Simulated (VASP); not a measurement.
# Cl2SiH2 in VASP: notebook

One molecule, Cl2SiH2, is run at these levels: PBE, PBE+TS, PBE+D4; tasks: single point, relaxation of the atoms, atomic charges, electron localisation function.

Everything below comes from runs of VASP 6.6.1. Logs are shortened: lines on timing, memory, paths and dates and some standing lists are left out, and cuts for length are marked.

## 1. The structure

The cell holds a molecule in a box, 5 atoms: a = 12.000 Å, b = 12.000 Å, c = 12.000 Å, α = 90.00°, β = 90.00°, γ = 90.00°.

## 2. Single point, PBE (atoms moved at random, drawn with an rms of 0.05 Å)

The input, INCAR:

```
SYSTEM = SiH2Cl2
PREC = Accurate
ENCUT = 520
EDIFF = 1E-6
ISMEAR = 0
SIGMA = 0.01
LREAL = .FALSE.
LASPH = .TRUE.
NELM = 60
ALGO = Fast
ISIF = 2
LWAVE = .FALSE.
LCHARG = .FALSE.
GGA = PE
NBANDS = 18
```

The input, KPOINTS:

```
Automatic mesh
0
G
  1 1 1
  0 0 0
```

The input, POSCAR:

```
SiH2Cl2
1.0
   12.0000000000      0.0000000000      0.0000000000
    0.0000000000     12.0000000000      0.0000000000
    0.0000000000      0.0000000000     12.0000000000
Cl Si H
2 1 2
Direct
    0.3962960000      0.4777890000      0.6256020000
    0.4197600000      0.6086060000      0.3752990000
    0.4970110000      0.5022220000      0.4857160000
    0.5135850000      0.3952870000      0.4286010000
    0.6051820000      0.5565240000      0.5239750000
```

Potentials or basis: VASP PAW PBE potentials, release 64 (Cl, Si, H).

Launch:

```console
$ cat potpaw_PBE.64/Cl/POTCAR potpaw_PBE.64/Si/POTCAR potpaw_PBE.64/H/POTCAR > POTCAR
$ mpirun -np 1 vasp_gam > vasp.out
```

OUTCAR:

```text
SYSTEM = SiH2Cl2
   PREC = Accurate
   ENCUT = 520
   EDIFF = 1E-6
   ISMEAR = 0
   LREAL = .FALSE.
   LASPH = .TRUE.
   NELM = 60
   ISIF = 2
   GGA = PE

 ion  position               nearest neighbor table
   1  0.396  0.478  0.626-   3 2.09
   2  0.420  0.609  0.375-   3 2.06
   3  0.497  0.502  0.486-   4 1.47   5 1.52   2 2.06   1 2.09
   4  0.514  0.395  0.429-   3 1.47
   5  0.605  0.557  0.524-   3 1.52

  LATTYP: Found a simple cubic cell.
 ALAT       =    12.0000000000

  Lattice vectors:

 A1 = (  12.0000000000,   0.0000000000,   0.0000000000)
 A2 = (   0.0000000000,  12.0000000000,   0.0000000000)
 A3 = (   0.0000000000,   0.0000000000,  12.0000000000)

Analysis of symmetry for initial positions (statically):
=====================================================================
 Subroutine PRICEL returns:
 Original cell was already a primitive cell.

 Routine SETGRP: Setting up the symmetry group for a
 simple cubic supercell.

 Subroutine GETGRP returns: Found  1 space group operations
 (whereof  1 operations were pure point group operations)
 out of a pool of 48 trial point group operations.

The static configuration has the point symmetry C_1 .

Analysis of symmetry for dynamics (positions and initial velocities):
=====================================================================
 Subroutine PRICEL returns:
 Original cell was already a primitive cell.

 Routine SETGRP: Setting up the symmetry group for a
 simple cubic supercell.

 Subroutine GETGRP returns: Found  1 space group operations
 (whereof  1 operations were pure point group operations)
 out of a pool of 48 trial point group operations.

The dynamic configuration has the point symmetry C_1 .

 Subroutine INISYM returns: Found  1 space group operations
 (whereof  1 operations are pure point group operations),
 and found     1 'primitive' translations

----------------------------------------------------------------------------------------

                                     Primitive cell

  volume of cell :    1728.0000

  direct lattice vectors                    reciprocal lattice vectors
    12.000000000  0.000000000  0.000000000     0.083333333  0.000000000  0.000000000
     0.000000000 12.000000000  0.000000000     0.000000000  0.083333333  0.000000000
     0.000000000  0.000000000 12.000000000     0.000000000  0.000000000  0.083333333

  length of vectors
    12.000000000 12.000000000 12.000000000     0.083333333  0.083333333  0.083333333

  position of ions in fractional coordinates (direct lattice)
     0.396296000  0.477789000  0.625602000
     0.419760000  0.608606000  0.375299000
     0.497011000  0.502222000  0.485716000
     0.513585000  0.395287000  0.428601000
     0.605182000  0.556524000  0.523975000

  ion indices of the primitive-cell ions
   primitive index   ion index
                 1           1
                 2           2
                 3           3
                 4           4
                 5           5

----------------------------------------------------------------------------------------

 KPOINTS: Automatic mesh

Automatic generation of k-mesh.
 Grid dimensions read from file:
 generate k-points for:    1    1    1

 Generating k-lattice:

  Cartesian coordinates                     Fractional coordinates (reciprocal lattice)
     0.083333333  0.000000000  0.000000000     1.000000000  0.000000000  0.000000000
     0.000000000  0.083333333  0.000000000     0.000000000  1.000000000  0.000000000
     0.000000000  0.000000000  0.083333333     0.000000000  0.000000000  1.000000000

  Length of vectors
     0.083333333  0.083333333  0.083333333

  Shift w.r.t. Gamma in fractional coordinates (k-lattice)
     0.000000000  0.000000000  0.000000000

 Subroutine IBZKPT returns following result:
 ===========================================

 Found      1 irreducible k-points:

 Following reciprocal coordinates:
            Coordinates               Weight
  0.000000  0.000000  0.000000      1.000000
   k-points           NKPTS =      1   k-points in BZ     NKDIM =      1   number of bands    NBANDS=     18
   number of dos      NEDOS =    301   number of ions     NIONS =      5
   total plane-waves  NPLWV = 729000
   dimension x,y,z NGX =    90 NGY =   90 NGZ =   90
   dimension x,y,z NGXF=   180 NGYF=  180 NGZF=  180
   ions per type =               2   1   2
   NGX,Y,Z   is equivalent  to a cutoff of  12.47, 12.47, 12.47 a.u.
   NGXF,Y,Z  is equivalent  to a cutoff of  24.94, 24.94, 24.94 a.u.
 SYSTEM =  SiH2Cl2
   PREC   = accura    normal or accurate (medium, high low for compatibility)
   ISTART =      0    job   : 0-new  1-cont  2-samecut
   ICHARG =      2    charge: 1-file 2-atom 10-const
   ISPIN  =      1    spin polarized calculation?
   LNONCOLLINEAR =      F non collinear calculations
   LSORBIT =      F    spin-orbit coupling
   LASPH  =      T    aspherical Exc in radial PAW
   ENCUT  =  520.0 eV  38.22 Ry    6.18 a.u.  22.31 22.31 22.31*2*pi/ulx,y,z
   NELM   =     60;   NELMIN=  2; NELMDL= -5     # of ELM steps
   EDIFF  = 0.1E-05   stopping-criterion for ELM
   LREAL  =      F    real-space projection
   EDIFFG = 0.1E-04   stopping-criterion for IOM
   NSW    =      0    number of steps for IOM
   IBRION =     -1    ionic relax: 0-MD 1-quasi-New 2-CG
   NFREE  =      0    steps in history (QN), initial steepest desc. (CG)
   ISIF   =      2    stress and relaxation
   ISYM   =      2    0-nonsym 1-usesym 2-fastsym
   POTIM  = 0.5000    time-step for ionic-motion
   TEBEG  =    0.0;   TEEND  =   0.0 temperature during run
   PSTRESS=    0.0 pullay stress
   NELECT =      20.0000    total number of electrons
   NUPDOWN=      -1.0000    fix difference up-down
   EMIN   =  10.00;   EMAX   =-10.00  energy-range for DOS
   EFERMI =   0.00;   METHOD = LEGACY
   ISMEAR =     0;   SIGMA  =   0.01  broadening in eV -4-tet -1-fermi 0-gaus
   EFERMI_NEDOS =   21; number of points for ismear=-14 and -15
   IALGO  =     68    algorithm
   IMIX   =      4    mixing-type and parameters
     AMIX     =   0.40;   BMIX     =  1.00
     AMIX_MAG =   1.60;   BMIX_MAG =  1.00
  volume/ion in A,a.u.               =     345.60      2332.22
  Fermi-wavevector in a.u.,A,eV,Ry     =   0.370314  0.699792  1.865801  0.137133
  Thomas-Fermi vector in A             =   1.297595
   LORBIT       =      0    0 simple, 1 ext, 2 COOP (PROOUT), +10 PAW based schemes
   GGA     = PE    functional components
   LHFCALC =     F    Hartree Fock is set to
   AEXX    =    0.0000 exact exchange contribution
   IVDW    =     0    specifies the selected vdW correction
   LEPSILON=     F    determine dielectric tensor
   LRPA    =     F    only Hartree local field effects (RPA)
 non-spin polarized calculation
 RMM-DIIS sequential band-by-band and
 Gauss-broadening in eV      SIGMA  =   0.01
  energy-cutoff  :      520.00
  volume of cell :     1728.00
 maximum number of plane-waves:     23293
 NGX is ok and might be reduce to    90
   NGX = 45   NGY = 45   NGZ = 45

 number of electron      20.0000002 magnetization

 Free energy of the ion-electron system (eV)
  ---------------------------------------------------
  ext. energy  EPLUGINS =         0.00000000
  ---------------------------------------------------
  free energy    TOTEN  =       -18.96783688 eV

  energy without entropy =      -18.96783688  energy(sigma->0) =      -18.96783688

 E-fermi :  -7.3543     XC(G=0):  -0.8373

 val. band max:       -7.4167839176   @ k =   0.0000   0.0000   0.0000
 cond. band min:      -1.0324942771   @ k =   0.0000   0.0000   0.0000
 fundamental gap:      6.3842896405
 Fermi energy:        -7.3543134835

 k-point     1 :       0.0000    0.0000    0.0000
  band No.  band energies     occupation
      1     -20.9183      2.00000
      2     -20.3630      2.00000
      3     -13.3615      2.00000
      4      -9.9302      2.00000
      5      -9.7531      2.00000
      6      -9.6110      2.00000
[... 10 lines left out ...]
     17       0.9359      0.00000
     18       1.0210      0.00000

------------------------ aborting loop because EDIFF is reached ----------------------------------------

  FORCE on cell =-STRESS in cart. coord.  units (eV):
  Direction    XX          YY          ZZ          XY          YZ          ZX
  --------------------------------------------------------------------------------------
  -------------------------------------------------------------------------------------
  Total       -1.2383210     -0.0447380     -1.0678767     -0.4307750      0.2438957      0.2413383
  in kB       -1.1481539     -0.0414805     -0.9901203     -0.3994085      0.2261367      0.2237655
  external PRESSURE =      -0.7265849 kB  Pullay stress =       0.0000000 kB

 VOLUME and BASIS-vectors are now :
 -----------------------------------------------------------------------------
  energy-cutoff  :      520.00
  volume of cell :     1728.00
      direct lattice vectors                 reciprocal lattice vectors
    12.000000000  0.000000000  0.000000000     0.083333333  0.000000000  0.000000000
     0.000000000 12.000000000  0.000000000     0.000000000  0.083333333  0.000000000
     0.000000000  0.000000000 12.000000000     0.000000000  0.000000000  0.083333333

 POSITION                                       TOTAL-FORCE (eV/Angst)
 -----------------------------------------------------------------------------------
      4.75555      5.73347      7.50722         0.353305      0.055708     -0.489525
      5.03712      7.30327      4.50359         0.057726     -0.085318      0.114225
      5.96413      6.02666      5.82859         0.102483      0.585750      0.609683
      6.16302      4.74344      5.14321         0.034148     -0.254661     -0.054886
      7.26218      6.67829      6.28770        -0.547662     -0.301480     -0.179497
 -----------------------------------------------------------------------------------
    total drift:                               -0.000329      0.000211      0.000075

  FREE ENERGIE OF THE ION-ELECTRON SYSTEM (eV)
  ---------------------------------------------------
  free  energy   TOTEN  =       -18.9678368797 eV

  energy  without entropy=      -18.9678368797  energy(sigma->0) =      -18.96783688
```

Run time: 88 s. Hardware: 1 thread of Intel Xeon 6975P-C (Granite Rapids), shared host; peak memory 1.2 GiB.

What came out:

```yaml
Free_energy: -18.9678 eV
Largest_force: 0.852 eV/Å
Gap_between_the_frontier_levels: 6.38 eV
```

Forces in eV/Å, atoms in the order of the input:
```
Cl   0.353  0.056 -0.490
Cl   0.058 -0.085  0.114
Si   0.102  0.586  0.610
H    0.034 -0.255 -0.055
H   -0.548 -0.301 -0.179
```

[end of part 1 of 2]
